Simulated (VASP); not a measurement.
Output of a VASP run:

File OUTCAR:
```
 ion  position               nearest neighbor table
   1  0.333  0.667  0.879-   6 2.70   6 2.70   6 2.70   4 3.61
   2  0.667  0.333  0.379-   5 2.70   5 2.70   5 2.70   3 3.61
   3  0.667  0.333  0.121-   5 2.70   5 2.70   5 2.70   2 3.61
   4  0.333  0.667  0.621-   6 2.70   6 2.70   6 2.70   1 3.61
   5  0.333  0.667  0.250-   2 2.70   3 2.70   2 2.70   3 2.70   2 2.70   3 2.70
   6  0.667  0.333  0.750-   1 2.70   4 2.70   1 2.70   4 2.70   1 2.70   4 2.70
  LATTYP: Found a hexagonal cell.
 ALAT       =     3.4909185271
 C/A-ratio  =     4.0132434005
 Subroutine PRICEL returns:
 Original cell was already a primitive cell.
 Subroutine GETGRP returns: Found 24 space group operations
The static configuration has the point symmetry D_3d.
 The point group associated with its full space group is D_6h.
The dynamic configuration has the point symmetry D_3d.
 Subroutine INISYM returns: Found 24 space group operations
 Subroutine IBZKPT returns following result:
 Found     16 irreducible k-points:

 Following reciprocal coordinates:
            Coordinates               Weight
  0.000000  0.000000  0.000000      1.000000
  0.142857 -0.000000  0.000000      6.000000
  0.285714 -0.000000  0.000000      6.000000
  0.428571 -0.000000  0.000000      6.000000
  0.142857  0.142857  0.000000      6.000000
  0.285714  0.142857  0.000000     12.000000
  0.428571  0.142857  0.000000      6.000000
  0.285714  0.285714  0.000000      6.000000
  0.000000  0.000000  0.500000      1.000000
  0.142857 -0.000000  0.500000      6.000000
  0.285714 -0.000000  0.500000      6.000000
  0.428571 -0.000000  0.500000      6.000000
  0.142857  0.142857  0.500000      6.000000
  0.285714  0.142857  0.500000     12.000000
  0.428571  0.142857  0.500000      6.000000
  0.285714  0.285714  0.500000      6.000000
   k-points           NKPTS =     16   k-points in BZ     NKDIM =     16   number of bands    NBANDS=     31
   number of dos      NEDOS =    301   number of ions     NIONS =      6
   total plane-waves  NPLWV =  84672
   dimension x,y,z NGX =    28 NGY =   28 NGZ =  108
   dimension x,y,z NGXF=    56 NGYF=   56 NGZF=  216
   ions per type =               4   2
   PREC   = accura    normal or accurate (medium, high low for compatibility)
   ISTART =      0    job   : 0-new  1-cont  2-samecut
   ICHARG =      2    charge: 1-file 2-atom 10-const
   ISPIN  =      1    spin polarized calculation?
   LNONCOLLINEAR =      F non collinear calculations
   LSORBIT =      F    spin-orbit coupling
   INIWAV =      1    electr: 0-lowe 1-rand  2-diag
   ENCUT  =  520.0 eV  38.22 Ry    6.18 a.u.   6.49  6.49 26.05*2*pi/ulx,y,z
   NELM   =    100;   NELMIN=  2; NELMDL= -5     # of ELM steps
   EDIFF  = 0.1E-05   stopping-criterion for ELM
   LREAL  =      F    real-space projection
   NLSPLINE    = F    spline interpolate recip. space projectors
   LMAXMIX     =    4 max onsite mixed and CHGCAR
   VOSKOWN=      0    Vosko Wilk Nusair interpolation
   EDIFFG = -.2E-01   stopping-criterion for IOM
   NSW    =     60    number of steps for IOM
   NBLOCK =      1;   KBLOCK =     60    inner block; outer block
   IBRION =      2    ionic relax: 0-MD 1-quasi-New 2-CG
   NFREE  =      1    steps in history (QN), initial steepest desc. (CG)
   ISIF   =      3    stress and relaxation
   ISYM   =      2    0-nonsym 1-usesym 2-fastsym
   TEIN   =    0.0    initial temperature
   TEBEG  =    0.0;   TEEND  =   0.0 temperature during run
   SMASS  =  -3.00    Nose mass-parameter (am)
   PSTRESS=    0.0 pullay stress
   NELECT =      52.0000    total number of electrons
   EFERMI =   0.00;   METHOD = LEGACY
   ISMEAR =     0;   SIGMA  =   0.05  broadening in eV -4-tet -1-fermi 0-gaus
   IALGO  =     38    algorithm
   LDIAG  =      T    sub-space diagonalisation (order eigenvalues)
   IMIX   =      4    mixing-type and parameters
     AMIX     =   0.40;   BMIX     =  1.00
     AMIX_MAG =   1.60;   BMIX_MAG =  1.00
     AMIN     =   0.10
   GGA     = AM    functional components
   VOSKOWN =     0    Vosko Wilk Nusair interpolation
...
```

**OSZICAR**
```
...
DAV:   2    -0.378514508848E+02    0.12917E+00   -0.30144E+00  1189   0.855E+00    0.327E+00
DAV:   3    -0.377423050307E+02    0.10915E+00   -0.57229E-01  1103   0.302E+00    0.719E-01
DAV:   4    -0.377384877432E+02    0.38173E-02   -0.56057E-02  1224   0.947E-01    0.615E-01
DAV:   5    -0.377352363984E+02    0.32513E-02   -0.14910E-02  1211   0.622E-01    0.746E-01
DAV:   6    -0.377352080963E+02    0.28302E-04   -0.22311E-03  1244   0.187E-01    0.336E-01
DAV:   7    -0.377352061279E+02    0.19684E-05   -0.24898E-04  1282   0.685E-02    0.129E-01
DAV:   8    -0.377352058392E+02    0.28876E-06   -0.30386E-05   976   0.239E-02    0.859E-02
DAV:   9    -0.377352037162E+02    0.21230E-05   -0.16750E-05  1179   0.164E-02    0.368E-02
DAV:  10    -0.377352037978E+02   -0.81623E-07   -0.61972E-07   643   0.450E-03
  11 F= -.37735204E+02 E0= -.37735204E+02  d E =-.676535E-02
       N       E                     dE             d eps       ncg     rms          rms(c)
DAV:   1    -0.377564752704E+02   -0.21272E-01   -0.71209E-01   999   0.535E+00    0.123E+00
DAV:   2    -0.377444656915E+02    0.12010E-01   -0.24793E-01  1158   0.245E+00    0.936E-01
DAV:   3    -0.377358820379E+02    0.85837E-02   -0.46968E-02  1103   0.857E-01    0.208E-01
DAV:   4    -0.377354881691E+02    0.39387E-03   -0.44614E-03  1194   0.280E-01    0.176E-01
DAV:   5    -0.377352582283E+02    0.22994E-03   -0.11878E-03  1203   0.178E-01    0.214E-01
DAV:   6    -0.377352574370E+02    0.79129E-06   -0.22941E-04  1215   0.584E-02    0.782E-02
DAV:   7    -0.377352564759E+02    0.96112E-06   -0.26316E-05  1252   0.229E-02    0.376E-02
DAV:   8    -0.377352569127E+02   -0.43682E-06   -0.24225E-06   883   0.690E-03
  12 F= -.37735257E+02 E0= -.37735257E+02  d E =-.681846E-02
       N       E                     dE             d eps       ncg     rms          rms(c)
DAV:   1    -0.377468008905E+02   -0.11544E-01   -0.31436E-01  1006   0.419E+00    0.112E+00
DAV:   2    -0.377396884676E+02    0.71124E-02   -0.11214E-01  1101   0.180E+00    0.405E-01
DAV:   3    -0.377358671425E+02    0.38213E-02   -0.44726E-02  1086   0.803E-01    0.459E-01
DAV:   4    -0.377352953951E+02    0.57175E-03   -0.24891E-03  1038   0.256E-01    0.142E-01
DAV:   5    -0.377350337832E+02    0.26161E-03   -0.22273E-03  1132   0.244E-01    0.681E-02
DAV:   6    -0.377350098378E+02    0.23945E-04   -0.15763E-04  1214   0.596E-02    0.286E-02
DAV:   7    -0.377350050856E+02    0.47522E-05   -0.34028E-05  1097   0.317E-02    0.104E-02
DAV:   8    -0.377350048761E+02    0.20953E-06   -0.19029E-06   723   0.786E-03
  13 F= -.37735005E+02 E0= -.37735005E+02  d E =0.252037E-03
       N       E                     dE             d eps       ncg     rms          rms(c)
DAV:   1    -0.377393429921E+02   -0.43379E-02   -0.99794E-02  1006   0.236E+00    0.637E-01
DAV:   2    -0.377370355050E+02    0.23075E-02   -0.33741E-02  1101   0.994E-01    0.220E-01
DAV:   3    -0.377359198648E+02    0.11156E-02   -0.13524E-02  1078   0.441E-01    0.258E-01
DAV:   4    -0.377357392448E+02    0.18062E-03   -0.78235E-04  1038   0.143E-01    0.807E-02
DAV:   5    -0.377356603192E+02    0.78926E-04   -0.71640E-04  1117   0.138E-01    0.414E-02
DAV:   6    -0.377356545253E+02    0.57939E-05   -0.59293E-05  1200   0.353E-02    0.178E-02
DAV:   7    -0.377356547680E+02   -0.24262E-06   -0.11541E-05  1097   0.187E-02    0.522E-03
DAV:   8    -0.377356547478E+02    0.20170E-07   -0.53868E-07   566   0.427E-03
  14 F= -.37735655E+02 E0= -.37735655E+02  d E =-.397835E-03
```

File OUTCAR:
```
------------------------ aborting loop because EDIFF is reached ----------------------------------------
  FORCE on cell =-STRESS in cart. coord.  units (eV):
  Direction    XX          YY          ZZ          XY          YZ          ZX
  --------------------------------------------------------------------------------------
  Total        0.0457462      0.0457462     -0.0705669      0.0000000     -0.0000000     -0.0000000
  in kB        0.4759243      0.4759242     -0.7341484      0.0000000     -0.0000000     -0.0000000
  external PRESSURE =       0.0725667 kB  Pullay stress =       0.0000000 kB
  volume of cell :      154.00
      direct lattice vectors                 reciprocal lattice vectors
     1.743172630 -3.019263153  0.000000000     0.286833324 -0.165603319  0.000000000
     1.743172630  3.019263153  0.000000000     0.286833324  0.165603319 -0.000000000
     0.000000000  0.000000000 14.630406952    -0.000000000  0.000000000  0.068350799
 POSITION                                       TOTAL-FORCE (eV/Angst)
 -----------------------------------------------------------------------------------
      1.74317      1.00642     12.77791        -0.000000     -0.000000     -0.007904
      1.74317     -1.00642      5.46271         0.000000     -0.000000     -0.007904
      1.74317     -1.00642      1.85249         0.000000     -0.000000      0.007904
      1.74317      1.00642      9.16770        -0.000000     -0.000000      0.007904
      1.74317      1.00642      3.65760         0.000000      0.000000      0.000000
      1.74317     -1.00642     10.97281        -0.000000      0.000000      0.000000
 -----------------------------------------------------------------------------------
    total drift:                               -0.000000      0.001630     -0.000023
  FREE ENERGIE OF THE ION-ELECTRON SYSTEM (eV)
  ---------------------------------------------------
  free  energy   TOTEN  =       -37.7356547478 eV

  energy  without entropy=      -37.7356547478  energy(sigma->0) =      -37.73565475

 reached required accuracy - stopping structural energy minimisation
```
(Selected blocks of OUTCAR.)

File POSCAR:
```
MoTe2
1
    1.7454594415    -3.0232240243     0.0000000000
    1.7454594415     3.0232240243    -0.0000000000
    0.0000000000    -0.0000000000    14.0099057408
Te Mo
4 2
Direct
  0.3333330000   0.6666670000   0.8787603034
  0.6666670000   0.3333330000   0.3787603034
  0.6666670000   0.3333330000   0.1212396966
  0.3333330000   0.6666670000   0.6212396966
  0.3333330000   0.6666670000   0.2500000000
  0.6666670000   0.3333330000   0.7500000000
```

### Question
Write an INCAR and KPOINTS that could have produced this output.

### Answer
Several could match; the one computed here: the input of the run itself, AM05 GGA, plane waves, VASP's PBE PAW potentials (set 64).

File KPOINTS:
```
Automatic mesh
0
Gamma
7 7 2
0 0 0
```

### INCAR
```
# general
SYSTEM   =  MoTe2
PREC     =  Accurate
ENCUT    =  520   # plane-wave cut-off (eV)
LREAL    =  .False.   # projection in real space or not
LASPH    =  .True.   # aspherical one-centre terms

# electronic loop
EDIFF    =  1E-6   # SCF stop (eV)
NELM     =  100   # most electronic steps
ALGO     =  Normal   # blocked Davidson
LMAXMIX  =  4

# smearing
ISMEAR   =  0   # Gaussian
SIGMA    =  0.05

# functional
GGA      =  AM   # AM05

# ions
IBRION   =  2   # conjugate gradients
NSW      =  60   # most ionic steps
ISIF     =  3
EDIFFG   =  -0.02   # ionic stop

# output
LWAVE    =  .False.
LCHARG   =  .False.
```

POTCAR, in this order: Te Mo_sv (PBE.64 set). Program: vasp_std.

Energy and stress use the plane-wave basis of the starting cell. Without a dispersion term in the relaxation, distances and binding between the weakly bound layers, chains or molecules are unreliable, and so is what depends on them.

The compound is MoTe2 in the 2H layered structure. This run relaxes it. Symmetry was kept, so distortions that lower it aren't found. The start is the result of an earlier pass.
